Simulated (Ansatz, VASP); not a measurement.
**One calculation of Si3As, two programs**

```xyz
4
Lattice="4.2023 0.0000 0.0000 -2.1011 3.6393 0.0000 0.0000 0.0000 4.4874" Properties=species:S:1:pos:R:3 pbc="T T T"
Si    0.0000    0.0000    2.2437
Si    0.0000    2.4262    0.0000
Si    2.1011    1.2131    0.0000
As    0.0000    0.0000    0.0000
```

Change from the starting cell: species swapped into the Li3N type (P6/mmm, No. 191).

Alike in both runs: task relaxation of cell and atoms; functional PBE; k mesh 6 × 6 × 4; occupations gaussian, width 0.1 eV; no spin polarisation.

```csv
,VASP,Ansatz
version,VASP 6.6.1,Ansatz 0.2.0
potentials or method,"VASP PAW PBE potentials, release 64 (Si, As)","scalar-relativistic, plane waves, PAW"
plane-wave cutoff (eV),600,420
valence electrons in the cell,17,27
```

```csv
,VASP,Ansatz,Ansatz less VASP
"gap on the k mesh at the Fermi level, each at its own relaxed structure (eV)",none,none,-
relaxed volume (Å³/atom),23.41,23.17,-0.236
relaxed cell length with the largest relative difference (Å),4.879,4.860,-0.0187
energy change over the relaxation (meV/atom),-383,-374,+9.3
```

A gap of «none» marks a metal or a gap that the smearing closes. The two sets of potentials don't hold the same shells in valence.

Caveats: the volume moved by over 15 % at a fixed basis, so the end points are rough.
